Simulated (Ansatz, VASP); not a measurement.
# Hf2CF2 in two plane-wave programs, part 2 of 2

One calculation is typed for both programs; each brings its own data sets. How far apart do they land? Of the first pair: The structure shown is the start of the Ansatz relaxation below; VASP solves that cell, so the two are compared at the walk's first step.

VASP 6.6.1 and Ansatz 0.2.0.

So far. Step 3 (VASP: single point, PBEsol, start cell, pair 1): The run ends at a pressure of 0.81 GPa, with forces up to 1.8 eV/Å.

**5. What the set-up changes**

Further runs change the set-up of one program: Ansatz's method, potentials or start, or VASP's data sets, cutoff or form of LDA. The table gives that difference for each run.

```
                                   run  r.m.s. force difference (meV/Å)
                              as above                               60
VASP with the data sets C, Hf_sv and F                               40
```

**6. Ansatz: relaxation, PBEsol**

This run makes the geometry at which the two programs are then compared.

The structure compared here is the end of the Ansatz relaxation.

File input.yaml:

```yaml
crystal:
  lattice:
    - [3.2342404577, 0.0, 0.0]
    - [-1.6171202289, 2.8009343983, 0.0]
    - [0.0, 0.0, 33.2]
  atoms:
    - { symbol: C, position: [0.0, 0.0, 0.3012048193] }
    - { symbol: Hf, position: [0.3333333333, 0.6666666667, 0.3372707475] }
    - { symbol: Hf, position: [0.6666666667, 0.3333333333, 0.265138891] }
    - { symbol: F, position: [0.6666666667, 0.3333333333, 0.3773784275] }
    - { symbol: F, position: [0.3333333333, 0.6666666667, 0.2250312111] }
  periodic: [true, true, false]
kpoints:
  mp_grid: { grid: [12, 12, 1] }
hamiltonian:
  xc: pbesol
scf:
  occupations: { method: methfessel_paxton, width: 0.15 }
output:
  forces: true
  stress: true
  eigenvalues: true
  write_density: true
  write_potential: true
  elf: true
  volumetric_format: npy
relax:
  adjacent_minimum: "off"
  f_tol: 0.001
  max_steps: 60
  cell: { stress_2d_tol: 0.002 }
```

Launch:

```
ansatz run input.yaml --threads 8 --pin off --max-ram 14336MiB --backend cpu --events-out ev --progress --plain --runs-dir out
```

Numbers of over 12 decimals in the logs are rounded to 6 here.

Output:

```text
[...]
Crystal: 5 atoms, lattice volume = 300.755 Å³
Basis set: ecut = 420 eV, 6003 PW (Γ), exchange–correlation on 48×48×450 points (8 copies of the dense FFT grid, shifted against one another)
Bands: 42, of which v1, the nominal top of the filled ones, is band 35 counted from 1 (34 counted from 0)
Symmetry: 12 space group operations
[...]
k-points: 19 of 144
[...]
cell:  # Å, volume = 300.7274 Å³
    - [3.234090, 2.886608709096871e-11, 0]
    - [-1.617045, 2.800804, 0]
    - [0, 0, 33.2]
  atoms:
    - { symbol: C, position: [0, 0, 0.30120481928] }
    - { symbol: Hf, position: [0.333333, 0.666667, 0.337267] }
    - { symbol: Hf, position: [0.666667, 0.333333, 0.265142] }
    - { symbol: F, position: [0.666667, 0.333333, 0.377373] }
    - { symbol: F, position: [0.333333, 0.666667, 0.225037] }
[key lines of the parts left out:]
SCF converged after 9 iterations
Free energy (F): -33049.102035 eV
Fermi energy:    -3.658868 eV
P = ½ c Tr σ = -0.0013 N/m
```

**7. VASP: single point, PBEsol, relaxed cell, pair 2**

The same cell, functional, mesh and smearing now go to VASP, with its own data sets.

File INCAR:

```
SYSTEM = Hf2CF2
PREC = Accurate
ENCUT = 520
EDIFF = 1E-06
NELM = 120
ISMEAR = 1
SIGMA = 0.15
LREAL = .FALSE.
ALGO = Normal
GGA = PS
NBANDS = 25
LASPH = .TRUE.
LORBIT = 11
LWAVE = .FALSE.
LCHARG = .FALSE.
ISIF = 2
LDIPOL = .TRUE.
IDIPOL = 3
DIPOL = 0.5 0.5 0.301
LVHAR = .TRUE.
GGA_COMPAT = .FALSE.
NELMDL = -8
KPAR = 2
```

File POSCAR:

```
Hf2CF2
1.0
    3.2340904496      0.0000000000      0.0000000000
   -1.6170452248      2.8008044875      0.0000000000
    0.0000000000      0.0000000000     33.2000000000
C Hf F
1 2 2
Direct
    0.0000000000      0.0000000000      0.3012048193
    0.3333333333      0.6666666667      0.3372672532
    0.6666666667      0.3333333333      0.2651423854
    0.6666666667      0.3333333333      0.3773728541
    0.3333333333      0.6666666667      0.2250367845
```

File KPOINTS:

```
Automatic mesh
0
Gamma
12 12 1
0 0 0
```

Potentials, in the order of the species: C, Hf_pv and F (PBE family, release 64).

Launch:

```
mpirun -np 2 vasp_std
```

Output:

```text
[banner, memory and clock lines left out]
running    2 mpi-ranks, on    1 nodes
[...]
[... a notice as in an earlier step ...]

 LDA part: xc-table for (Slater+PW92), standard interpolation
 POSCAR, INCAR and KPOINTS ok, starting setup
[...]
entering main loop
       N       E                     dE             d eps       ncg     rms          rms(c)
DAV:   1     0.291975640988E+03    0.29198E+03   -0.18668E+04  1174   0.119E+03
DAV:   2    -0.163291289061E+02   -0.30830E+03   -0.30349E+03  1281   0.287E+02
DAV:   3    -0.518287133164E+02   -0.35500E+02   -0.35333E+02  1210   0.961E+01
DAV:   4    -0.525328691447E+02   -0.70416E+00   -0.70167E+00  1227   0.152E+01
[...]
DAV:  24    -0.458573111726E+02   -0.84708E-05   -0.24739E-07   923   0.154E-03    0.123E-03
DAV:  25    -0.458573135476E+02   -0.23749E-05   -0.93805E-08   915   0.923E-04    0.388E-04
DAV:  26    -0.458573140340E+02   -0.48641E-06   -0.15387E-08   875   0.480E-04
   1 F= -.45857314E+02 E0= -.45856383E+02  d E =-.279290E-02
```

Parts of OUTCAR (step 7):

```text
  Total       -0.6235716     -0.6235716     -0.7126193      0.0000000      0.0000000      0.0000000
  in kB       -3.3221854     -3.3221854     -3.7966024      0.0000000      0.0000000      0.0000000
  external PRESSURE =      -3.4803244 kB  Pullay stress =       0.0000000 kB

 POSITION                                       TOTAL-FORCE (eV/Angst)
 -----------------------------------------------------------------------------------
      0.00000      0.00000     10.00000         0.000000      0.000000      0.000000
     -0.00000      1.86720     11.19727         0.000000      0.000000      0.024743
      1.61705      0.93360      8.80273        -0.000000      0.000000     -0.024743
      1.61705      0.93360     12.52878        -0.000000      0.000000     -0.132529
     -0.00000      1.86720      7.47122         0.000000     -0.000000      0.132529
 -----------------------------------------------------------------------------------
    total drift:                                0.000000      0.000000     -0.000032

  FREE ENERGIE OF THE ION-ELECTRON SYSTEM (eV)
  ---------------------------------------------------
  free  energy   TOTEN  =       -45.8573140340 eV

  energy  without entropy=      -45.8545211387  energy(sigma->0) =      -45.85638307

[... 3 further parts left out ...]
[key lines of the parts left out:]
E-fermi :  -1.6580
```

The run ends at a pressure of -0.35 GPa, with forces up to 0.13 eV/Å.

**8. Differences**

What differs besides the data sets and the points named for the pairs above, as far as they apply: the data sets hold 70 valence electrons in Ansatz (on its default PAW (the set named soft_2) files) and 38 in VASP; the cutoff is 420 eV in Ansatz and 520 eV in VASP. Total energies have different zeros and are not compared.

Forces (eV/Å; atoms numbered as in POSCAR):

```
atom       Ansatz x, y, z          VASP x, y, z
  C1  0.000, 0.000, 0.000   0.000, 0.000, 0.000
 Hf2  0.000, 0.000, 0.000   0.000, 0.000, 0.025
 Hf3  0.000, 0.000, 0.000  0.000, 0.000, -0.025
  F4  0.000, 0.000, 0.000  0.000, 0.000, -0.133
  F5  0.000, 0.000, 0.000   0.000, 0.000, 0.133
```

The forces differ by 49 meV/Å r.m.s., where the r.m.s. force is 0.000 eV/Å in Ansatz and 0.049 eV/Å in VASP: the atoms lie near their places of rest in Ansatz, so a percentage would say little (all taken over all components). With vacuum in the cell, a pressure given here is an average over mostly empty space and none of the material.

**9. Ansatz: relaxation, PBEsol**

The two programs are compared at the cell with which this relaxation starts, whose forces are those of its first step.

The structure compared here is the start of the Ansatz relaxation; VASP solves that cell, so the two are compared at the walk's first step.

input.yaml, the sections that differ from step 6:

```yaml
crystal:
  lattice:
    - [3.2365232264, 0.0, 0.0]
    - [-1.6182616132, 2.802911334, 0.0]
    - [0.0, 0.0, 33.2]
  atoms:
    - { symbol: C, position: [0.0, 0.0, 0.3012048193] }
    - { symbol: Hf, position: [0.3333333333, 0.6666666667, 0.3371197013] }
    - { symbol: Hf, position: [0.6666666667, 0.3333333333, 0.2652899372] }
    - { symbol: F, position: [0.6666666667, 0.3333333333, 0.3773597212] }
    - { symbol: F, position: [0.3333333333, 0.6666666667, 0.2250499174] }
  periodic: [true, true, false]
scf:
  occupations: { method: gaussian, width: 0.1 }
relax:
  adjacent_minimum: "off"
  f_tol: 0.005
  max_steps: 80
  cell: { stress_2d_tol: 0.02 }
# kpoints, hamiltonian, output: as in step 6
```

Launch:

```
ansatz run input.yaml --threads 8 --pin off --max-ram 14336MiB --backend cpu --events-out ev --progress --plain --runs-dir out
```

Output:

```text
[...]
Crystal: 5 atoms, lattice volume = 301.180 Å³
Basis set: ecut = 420 eV, 6003 PW (Γ), exchange–correlation on 48×48×450 points (8 copies of the dense FFT grid, shifted against one another)
Bands: 42, of which v1, the nominal top of the filled ones, is band 35 counted from 1 (34 counted from 0)
Symmetry: 12 space group operations
[...]
k-points: 19 of 144
[...]
cell:  # Å, volume = 300.7553 Å³
    - [3.234240, 0.0, 0]
    - [-1.617120, 2.800934, 0]
    - [0, 0, 33.2]
  atoms:
    - { symbol: C, position: [0, 0, 0.30120481928] }
    - { symbol: Hf, position: [0.333333, 0.666667, 0.337271] }
    - { symbol: Hf, position: [0.666667, 0.333333, 0.265139] }
    - { symbol: F, position: [0.666667, 0.333333, 0.377378] }
    - { symbol: F, position: [0.333333, 0.666667, 0.225031] }
[key lines of the parts left out:]
SCF converged after 7 iterations
Free energy (F): -33049.105088 eV
Fermi energy:    -3.653692 eV
P = ½ c Tr σ = -0.0191 N/m
```

**10. VASP: single point, PBEsol, start cell, pair 3**

The same cell, functional, mesh and smearing now go to VASP, with its own data sets.

Changes to INCAR since step 7:

```diff
@@ -5,4 +5,4 @@
 NELM = 120
-ISMEAR = 1
-SIGMA = 0.15
+ISMEAR = 0
+SIGMA = 0.1
 LREAL = .FALSE.
```

File POSCAR:

```
Hf2CF2
1.0
    3.2365230000      0.0000000000      0.0000000000
   -1.6182620000      2.8029110000      0.0000000000
    0.0000000000      0.0000000000     33.2000000000
C Hf F
1 2 2
Direct
    0.0000000000      0.0000000000      0.3012048193
    0.3333333333      0.6666666667      0.3371196988
    0.6666666667      0.3333333333      0.2652899398
    0.6666666667      0.3333333333      0.3773597290
    0.3333333333      0.6666666667      0.2250499096
```

KPOINTS is that of step 7.

Launch:

```
mpirun -np 2 vasp_std
```

Output:

```text
[... set-up lines as in an earlier step ...]
 entering main loop
       N       E                     dE             d eps       ncg     rms          rms(c)
DAV:   1     0.279204596598E+03    0.27920E+03   -0.18885E+04  1222   0.119E+03
DAV:   2    -0.199741902747E+02   -0.29918E+03   -0.29340E+03  1257   0.286E+02
DAV:   3    -0.519685978351E+02   -0.31994E+02   -0.31829E+02  1212   0.920E+01
DAV:   4    -0.525326448635E+02   -0.56405E+00   -0.56181E+00  1267   0.139E+01
[...]
DAV:  24    -0.458586897330E+02   -0.86021E-05   -0.23941E-07   907   0.156E-03    0.119E-03
DAV:  25    -0.458586921392E+02   -0.24062E-05   -0.10013E-07   923   0.950E-04    0.428E-04
DAV:  26    -0.458586926299E+02   -0.49065E-06   -0.16950E-08   875   0.503E-04
   1 F= -.45858693E+02 E0= -.45854613E+02  d E =-.815862E-02
```

Parts of OUTCAR (step 10):

```text
  Total       -0.6703974     -0.6703973     -0.5915422      0.0000001      0.0000000     -0.0000000
  in kB       -3.5662913     -3.5662910     -3.1468080      0.0000006      0.0000000     -0.0000000
  external PRESSURE =      -3.4264634 kB  Pullay stress =       0.0000000 kB

 POSITION                                       TOTAL-FORCE (eV/Angst)
 -----------------------------------------------------------------------------------
      0.00000      0.00000     10.00000         0.000000      0.000000     -0.000000
     -0.00000      1.86861     11.19237         0.000000      0.000000      0.172225
      1.61826      0.93430      8.80763         0.000000      0.000000     -0.172225
      1.61826      0.93430     12.52834         0.000000     -0.000000     -0.177998
     -0.00000      1.86861      7.47166        -0.000000      0.000000      0.177998
 -----------------------------------------------------------------------------------
    total drift:                                0.000000      0.000000     -0.000014

  FREE ENERGIE OF THE ION-ELECTRON SYSTEM (eV)
  ---------------------------------------------------
  free  energy   TOTEN  =       -45.8586926299 eV

  energy  without entropy=      -45.8505340138  energy(sigma->0) =      -45.85461332

[... 1 part as in an earlier step ...]

[... 2 further parts left out ...]
[key lines of the parts left out:]
E-fermi :  -1.7049
```

The run ends at a pressure of -0.34 GPa, with forces up to 0.18 eV/Å.

**11. Comparison**

What differs besides the data sets and the points named for the pairs above, as far as they apply: the data sets hold 70 valence electrons in Ansatz (on its default PAW (the set named soft_2) files) and 38 in VASP. Total energies have different zeros and are not compared.

Forces (eV/Å; atoms numbered as in POSCAR):

```
atom        Ansatz x, y, z          VASP x, y, z
  C1   0.000, 0.000, 0.000   0.000, 0.000, 0.000
 Hf2   0.000, 0.000, 0.150   0.000, 0.000, 0.172
 Hf3  0.000, 0.000, -0.150  0.000, 0.000, -0.172
  F4  0.000, 0.000, -0.047  0.000, 0.000, -0.178
  F5   0.000, 0.000, 0.047   0.000, 0.000, 0.178
```

The forces differ by 48 meV/Å r.m.s., which is 53.6 % of the r.m.s. force of 0.090 eV/Å (both taken over all components). With vacuum in the cell, a pressure given here is an average over mostly empty space and none of the material.

**12. Outcome**

| Property | Result |
| --- | --- |
| r.m.s. force difference (single point, PBEsol, start cell, pair 1) | 6.8 % of the r.m.s. force |
| r.m.s. force difference (single point, PBEsol, relaxed cell, pair 2) | 49 meV/Å |
| r.m.s. force difference (single point, PBEsol, start cell, pair 3) | 48 meV/Å |

What this shows: The r.m.s. force difference is 49 meV/Å (single point, PBEsol, relaxed cell, pair 2), beyond the 12 meV/Å picked in this series as the mark of a large difference. The data sets hold unlike numbers of valence electrons (70 in Ansatz and 38 in VASP), so part of the differences comes from the potentials. Single point, PBEsol, start cell, pair 1, VASP with the data sets C, Hf_sv and F: r.m.s. force difference goes from 60 to 40 meV/Å. What causes the difference of the single point, PBEsol, relaxed cell, pair 2 pair stays open here. What causes the difference of the single point, PBEsol, start cell, pair 3 pair stays open here. 2 further runs of this series are not shown here. How closely two codes agree says nothing of how well the functional describes the real material.

[Lines on the potential files, build, host, timing and source positions are cut from VASP's logs without a mark.]

[Logs are printed without paths, hosts, clocks, repeated set-up lines and the standing remarks that a program may print on its own settings, such as how far it seeks lower states.]

[Hosts, paths, dates, database ids (printed as entryN), source tags and the programs' standing remarks are cut or masked in the printed files.]
